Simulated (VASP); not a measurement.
A VASP calculation is set up with these files.

**INCAR**
```
NELM = 100   # most electronic steps
SIGMA = 0.05   # width (eV)
ENCUT = 600   # plane-wave cut-off (eV)
ALGO = Normal   # blocked Davidson
LMIXTAU = T
ISMEAR = 0   # Gaussian
LWAVE = F
LREAL = F   # projection in real space or not
LASPH = T   # aspherical one-centre terms
METAGGA = R2SCAN
ISIF = 2   # forces and stress, cell fixed
PREC = Accurate
EDIFF = 1E-7
LCHARG = F
SYSTEM = AlN
```

**POSCAR**
```
AlN
1
    0.0000000000     2.0964570065     2.1838093817
    2.0964570065     0.0000000000     2.1838093817
    2.0964570065     2.0964570065     0.0000000000
Al N
1 1
Direct
  0.0000000000   0.0000000000   0.0000000000
  0.2500000000   0.2500000000   0.2500000000
```

### KPOINTS
```
Automatic mesh
0
Gamma
10 10 10
0 0 0
```

POTCAR, in this order: Al N (PBE.64 set). Program: vasp_std.

### Question
Write an equivalent input for Ansatz.

### Answer
One equivalent input (not run):
Ansatz 0.2 input:
```yaml
crystal:
  lattice:
    - [0.0000000, 2.0964570, 2.1838094]
    - [2.0964570, 0.0000000, 2.1838094]
    - [2.0964570, 2.0964570, 0.0000000]
  atoms:
    - { symbol: Al, position: [0.0000000, 0.0000000, 0.0000000] }
    - { symbol: N, position: [0.2500000, 0.2500000, 0.2500000] }
kpoints:
  mp_grid: { grid: [10, 10, 10] }
hamiltonian:
  xc: r2scan
  pseudopotentials: { kind: paw }
scf:
  occupations: { method: gaussian, width: 0.05 }
  max_iter: 100
output: { forces: true, stress: true, eigenvalues: true }
```
The two are equivalent in intent, not identical: each code has its own PAW files, so the cut-off isn't converted (ENCUT is set for VASP's; basis.ecutwfc is left out, and Ansatz then takes the one that its files recommend); Ansatz stops its SCF on the density residual and VASP on the energy change (EDIFF).

The compound is AlN in the zinc blende structure, a metastable form; wurtzite is the usual one. This cell was strained or had an atom moved on purpose.
